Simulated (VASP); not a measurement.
A 63-atom supercell of Si (diamond) holds As on the Si site with a neighbouring Si vacancy in charge state +0. It is relaxed twice, with the total moment held at 1 and at 3 μB. All values below come from PBE GGA, VASP's PBE PAW potentials (set 64) (plane waves; VASP 6.6.1). Settings: PREC = Normal, LREAL = Auto, ISYM = 0, EDIFF = 1E-5, 400 eV cut-off, 1×1×1 Γ-centred mesh, Gaussian smearing of 0.050 eV, potentials Si As.

The supercell is sampled at Γ alone, which is coarse: total energies, pressure and levels can be off, energies of defects by several tenths of an eV.

**Question.** Which spin state lies lower, and by how much?

**Answer.** The state with 1 μB lies lower, by 0.32 eV.

The cell is a supercell with a defect, built from Si (diamond).
